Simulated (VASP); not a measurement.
The cell holds one Li (bcc) (100) slab, with vacuum along c, ions free to move until forces fall under 0.03 eV/Å, no reconstruction beyond this cell, dipole correction on.

Given:

```yaml
crystal:
  lattice:
    - [3.42594, 0.00000, 0.00000]
    - [0.00000, 3.42594, 0.00000]
    - [0.00000, 0.00000, 25.00251]
  atoms:
    - { symbol: Li, position: [0.50000, 0.00000, 0.31807] }
    - { symbol: Li, position: [0.00000, 0.50000, 0.39306] }
    - { symbol: Li, position: [0.50000, 0.00000, 0.46439] }
    - { symbol: Li, position: [0.00000, 0.50000, 0.53561] }
    - { symbol: Li, position: [0.50000, 0.00000, 0.60694] }
    - { symbol: Li, position: [0.00000, 0.50000, 0.68193] }
```

These are PBEsol GGA, VASP's PBE PAW potentials (set 64) (plane waves; VASP) values and carry that method's errors. Numerical set-up: 450 eV cut-off, 8×8×1 Γ-centred mesh, first-order Methfessel-Paxton smearing of 0.10 eV, potentials Li_sv.

Slab and bulk use different k-meshes, so the surface energy is good to a few per cent at best.

### Question
Predict its surface energy, work function, band gap (on the k-mesh).

### Answer

* **surface energy**: 0.46 J/m^2
* **work function**: 3.08 eV
* **band gap (on the k-mesh)**: none (metal, semimetal or under 0.01 eV)

The cell is a thin slab with vacuum, built from Li (bcc): (100) face.
